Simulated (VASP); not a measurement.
Output of a VASP run:

File OSZICAR:
```
       N       E                     dE             d eps       ncg     rms          rms(c)
DAV:   1     0.906321732839E+02    0.90632E+02   -0.89756E+03   754   0.158E+03
DAV:   2    -0.108871126240E+01   -0.91721E+02   -0.87086E+02   829   0.279E+02
DAV:   3    -0.719834559109E+01   -0.61096E+01   -0.60840E+01   909   0.743E+01
DAV:   4    -0.727788446047E+01   -0.79539E-01   -0.79504E-01   839   0.910E+00
DAV:   5    -0.727914734822E+01   -0.12629E-02   -0.12629E-02   934   0.111E+00    0.679E+00
DAV:   6    -0.686751605669E+01    0.41163E+00   -0.95751E-01  1125   0.363E+01    0.525E+00
DAV:   7    -0.685202600175E+01    0.15490E-01   -0.32836E-01   799   0.560E+00    0.267E+00
DAV:   8    -0.685154539331E+01    0.48061E-03   -0.54383E-03   884   0.700E-01    0.766E-01
DAV:   9    -0.685184861097E+01   -0.30322E-03   -0.10954E-03   837   0.312E-01    0.122E-01
DAV:  10    -0.685199325574E+01   -0.14464E-03   -0.14238E-04   849   0.127E-01    0.569E-02
DAV:  11    -0.685201448722E+01   -0.21231E-04   -0.33167E-05   832   0.763E-02    0.737E-03
DAV:  12    -0.685201572800E+01   -0.12408E-05   -0.28117E-06   838   0.198E-02    0.551E-03
DAV:  13    -0.685201560200E+01    0.12600E-06   -0.28023E-07   512   0.130E-02
   1 F= -.68520156E+01 E0= -.68520156E+01  d E =-.685202E+01
```

OUTCAR:
```
------------------------ aborting loop because EDIFF is reached ----------------------------------------
  FORCE on cell =-STRESS in cart. coord.  units (eV):
  Direction    XX          YY          ZZ          XY          YZ          ZX
  --------------------------------------------------------------------------------------
  Total        0.0047063      0.0047063      0.0047063     -0.0000000      0.0000000      0.0000000
  in kB        0.1867330      0.1867330      0.1867330     -0.0000000      0.0000000      0.0000000
  external PRESSURE =       0.1867330 kB  Pullay stress =       0.0000000 kB
  volume of cell :       40.38
      direct lattice vectors                 reciprocal lattice vectors
     0.000000000  2.722986296  2.722986296    -0.183621930  0.183621930  0.183621930
     2.722986296  0.000000000  2.722986296     0.183621930 -0.183621930  0.183621930
     2.722986296  2.722986296  0.000000000     0.183621930  0.183621930 -0.183621930
  FREE ENERGIE OF THE ION-ELECTRON SYSTEM (eV)
  ---------------------------------------------------
  free  energy   TOTEN  =        -6.8520156020 eV

  energy  without entropy=       -6.8520156020  energy(sigma->0) =       -6.85201560

 reached required accuracy - stopping structural energy minimisation
```
(Selected blocks of OUTCAR.)

**POSCAR**
```
ZnS
1
   -0.0000000000     2.7229862962     2.7229862962
    2.7229862962    -0.0000000000     2.7229862962
    2.7229862962     2.7229862962    -0.0000000000
Zn S
1 1
Direct
  0.0000000000   0.0000000000   0.0000000000
  0.2500000000   0.2500000000   0.2500000000
```

Problem. Reconstruct the remaining input files.

Solution. Several could match; the one computed here: the input of the run itself, PBE GGA, plane waves, VASP's PBE PAW potentials (set 64).

INCAR:
```
SYSTEM = ZnS
PREC = Accurate
ENCUT = 480
EDIFF = 1E-6
NELM = 100
ALGO = Normal
LREAL = .FALSE.
LASPH = .TRUE.
ISMEAR = 0
SIGMA = 0.05
GGA = PE
LMAXMIX = 4
LWAVE = .FALSE.
LCHARG = .FALSE.
IBRION = 2
ISIF = 3
NSW = 60
EDIFFG = -0.01
```

File KPOINTS:
```
Automatic mesh
0
Gamma
 8 8 8
```

POTCAR, in this order: Zn S (PBE.64 set). Program: vasp_std.

The structure comes from a computed database's ZnS entry (F-43m); how it stands against other phases isn't given here. It was relaxed first. The start is the result of an earlier pass.
